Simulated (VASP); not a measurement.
Level of theory: PBE GGA, VASP's PBE PAW potentials (set 64) (plane waves; VASP).

The input files of a VASP run:

POSCAR:
```
GdN
1
    0.0000000000     2.4391694107     2.4391694107
    2.4391694107     0.0000000000     2.4391694107
    2.4391694107     2.4391694107     0.0000000000
Gd N
1 1
Direct
  0.0000000000   0.0000000000   0.0000000000
  0.5000000000   0.5000000000   0.5000000000
```

KPOINTS:
```
Automatic mesh
0
Gamma
13 13 13
0 0 0
```

### INCAR
```
# general
SYSTEM  = GdN
PREC    = Accurate
ENCUT   = 520   # plane-wave cut-off (eV)
LREAL   = .False.   # projection in real space or not
LASPH   = .True.   # aspherical one-centre terms

# electronic loop
EDIFF   = 1E-7
NELM    = 100   # most electronic steps
ALGO    = Normal
LMAXMIX = 6

# smearing
ISMEAR  = 1   # Methfessel-Paxton
SIGMA   = 0.1

# functional
GGA     = PE

# ions
ISIF    = 2   # forces and stress, cell fixed

# output
LWAVE   = .False.
LCHARG  = .False.
```

POTCAR, in this order: Gd_3 N (PBE.64 set). Program: vasp_std.

The run wrote:

**OSZICAR**
```
       N       E                     dE             d eps       ncg     rms          rms(c)
DAV:   1     0.451460199359E+02    0.45146E+02   -0.69187E+03  1848   0.119E+03
DAV:   2    -0.156353452132E+02   -0.60781E+02   -0.56627E+02  2466   0.243E+02
DAV:   3    -0.184073510824E+02   -0.27720E+01   -0.27301E+01  2421   0.425E+01
DAV:   4    -0.184423600117E+02   -0.35009E-01   -0.34900E-01  2372   0.441E+00
DAV:   5    -0.184428962332E+02   -0.53622E-03   -0.53598E-03  2424   0.445E-01    0.304E+01
DAV:   6    -0.162638934692E+02    0.21790E+01   -0.18688E+01  2160   0.273E+01    0.272E+01
DAV:   7    -0.161044235905E+02    0.15947E+00   -0.13689E+00  2122   0.791E+00    0.184E+01
DAV:   8    -0.161082547315E+02   -0.38311E-02   -0.10958E-01  2114   0.343E+00    0.537E+00
DAV:   9    -0.161036874048E+02    0.45673E-02   -0.20028E-02  2294   0.999E-01    0.398E-01
DAV:  10    -0.161038398421E+02   -0.15244E-03   -0.65750E-04  2338   0.248E-01    0.218E-01
DAV:  11    -0.161038427507E+02   -0.29085E-05   -0.27978E-05  2563   0.546E-02    0.241E-02
DAV:  12    -0.161038428216E+02   -0.70919E-07   -0.20796E-06  2340   0.155E-02    0.728E-03
DAV:  13    -0.161038428456E+02   -0.24020E-07   -0.10829E-07  1807   0.330E-03
   1 F= -.16103843E+02 E0= -.16103861E+02  d E =0.543544E-04
```

File OUTCAR:
```
------------------------ aborting loop because EDIFF is reached ----------------------------------------
  FORCE on cell =-STRESS in cart. coord.  units (eV):
  Direction    XX          YY          ZZ          XY          YZ          ZX
  --------------------------------------------------------------------------------------
  Total        2.0025611      2.0025611      2.0025611      0.0000000      0.0000000     -0.0000000
  in kB      110.5453475    110.5453475    110.5453475      0.0000000      0.0000000     -0.0000000
  external PRESSURE =     110.5453475 kB  Pullay stress =       0.0000000 kB
  volume of cell :       29.02
      direct lattice vectors                 reciprocal lattice vectors
     0.000000000  2.439169411  2.439169411    -0.204987812  0.204987812  0.204987812
     2.439169411  0.000000000  2.439169411     0.204987812 -0.204987812  0.204987812
     2.439169411  2.439169411  0.000000000     0.204987812  0.204987812 -0.204987812
 POSITION                                       TOTAL-FORCE (eV/Angst)
 -----------------------------------------------------------------------------------
      0.00000      0.00000      0.00000         0.000000      0.000000      0.000000
      2.43917      2.43917      2.43917        -0.000000     -0.000000     -0.000000
 -----------------------------------------------------------------------------------
    total drift:                                0.000000      0.000000      0.000000
  FREE ENERGIE OF THE ION-ELECTRON SYSTEM (eV)
  ---------------------------------------------------
  free  energy   TOTEN  =       -16.1038428456 eV

  energy  without entropy=      -16.1038972000  energy(sigma->0) =      -16.10386096
```
(Selected blocks of OUTCAR.)

The 4f electrons are frozen in the core of the lanthanide potential, so 4f levels, which can set the real gap, and their magnetism are missing.

The compound is GdN in the rock salt structure. This cell is one point of a volume scan, at 0.94 of the reference volume.
